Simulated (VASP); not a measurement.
The input files of a VASP run:

### POSCAR
```
Cs2CaBr4
1.0
 -2.8394600000   2.8394600000   9.0607500000
  2.8394600000  -2.8394600000   9.0607500000
  2.8394600000   2.8394600000  -9.0607500000
Cs Ca Br
2 1 4
direct
  0.3578400000   0.3578400000   0.0000000000
  0.6421600000   0.6421600000   0.0000000000
  0.0000000000   0.0000000000   0.0000000000
  0.1596800000   0.1596800000   0.0000000000
  0.8403200000   0.8403200000   0.0000000000
  0.5000000000   0.0000000000   0.5000000000
  0.0000000000   0.5000000000   0.5000000000
```

### INCAR
```
SYSTEM = Cs2CaBr4
PREC = Accurate; ENCUT = 300; LREAL = .False.
LASPH = .True.
EDIFF = 1E-6; NELM = 100; ALGO = Normal
LMAXMIX = 4
ISMEAR = 0; SIGMA = 0.01
ISIF = 2
LWAVE = .False.; LCHARG = .False.
```

### KPOINTS
```
Automatic mesh
0
Gamma
 3 3 3
0 0 0
```

POTCAR, in this order: Cs_sv Ca_sv Br (LDA.64 set). Program: vasp_std.

**Question.** Write an equivalent input for Quantum ESPRESSO's pw.x.

**Answer.** One equivalent input (not run):
```
&CONTROL
  calculation = 'scf'
  pseudo_dir = './pseudo'
  outdir = './out'
  tprnfor = .true.
  tstress = .true.
/
&SYSTEM
  ibrav = 0
  nat = 7
  ntyp = 3
  ecutwfc = 72
  occupations = 'smearing'
  smearing = 'gaussian'
  degauss = 0.000735
  input_dft = 'pz'
/
&ELECTRONS
  conv_thr = 7.3e-08
  electron_maxstep = 100
/
ATOMIC_SPECIES
  Cs 132.905 Cs.upf
  Ca 40.078 Ca.upf
  Br 79.904 Br.upf
CELL_PARAMETERS angstrom
    -2.8394600    2.8394600    9.0607500
     2.8394600   -2.8394600    9.0607500
     2.8394600    2.8394600   -9.0607500
ATOMIC_POSITIONS crystal
  Cs   0.3578400  0.3578400  0.0000000
  Cs   0.6421600  0.6421600  0.0000000
  Ca   0.0000000  0.0000000  0.0000000
  Br   0.1596800  0.1596800  0.0000000
  Br   0.8403200  0.8403200  0.0000000
  Br   0.5000000  0.0000000  0.5000000
  Br   0.0000000  0.5000000  0.5000000
K_POINTS automatic
  3 3 3 0 0 0
```
The two are equivalent in intent, not identical: the potentials are each code's own (VASP's PAW set, PseudoDojo norm-conserving files in pw.x), so ENCUT and ecutwfc are chosen apart and not converted; conv_thr bounds pw.x's estimated SCF error, while EDIFF bounds the energy change between steps.

The structure comes from a computed database's Cs2CaBr4 entry (I4/mmm); how it stands against other phases isn't given here. The cell was not relaxed at this level. The k-mesh is coarse (spacing up to 0.52 per Å, 2π included), so the numbers may not be converged in it.
